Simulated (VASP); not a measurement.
Input:

```
MoTe2
1.0
    0.00000     3.35363     3.35363
    3.35363     0.00000     3.35363
    3.35363     3.35363     0.00000
Mo Te
1 2
Direct
  0.00000   0.00000   0.00000
  0.25000   0.25000   0.25000
  0.75000   0.75000   0.75000
```

The numbers are results of PBE GGA, VASP's PBE PAW potentials (set 64) (plane waves; VASP), not measurements. Run with 400 eV cut-off, 4×4×4 Γ-centred mesh, Gaussian smearing of 0.050 eV, potentials Mo_sv Te.

Gaps are read on the run's mesh, which can miss a band edge. Unless said otherwise, spin-orbit coupling is left out, though it shifts the bands of the heavy elements here.

Problem. What does the run give for the energy per atom (σ→0), pressure, band gap (on the k-mesh) with the smallest direct gap where there is one?

Solution. 
```json
{
 "band gap (on the k-mesh)": "none (metal, semimetal or under 0.01 eV)",
 "energy per atom (σ→0)": "-5.485 eV/atom",
 "pressure": "-1.53 GPa"
}
```

The absolute energy has meaning only against runs of the same code, potentials and settings.

The structure was generated: Te2Mo was put into the fluorite type (Fm-3m), which need not be its known phase. The cell was not relaxed at this level. The k-mesh is coarse (spacing up to 0.41 per Å, 2π included), so the numbers may not be converged in it. The run is one of a series of settings (KPOINTS 4×4×4 Γ-centred mesh against the base run), some of them coarse on purpose.
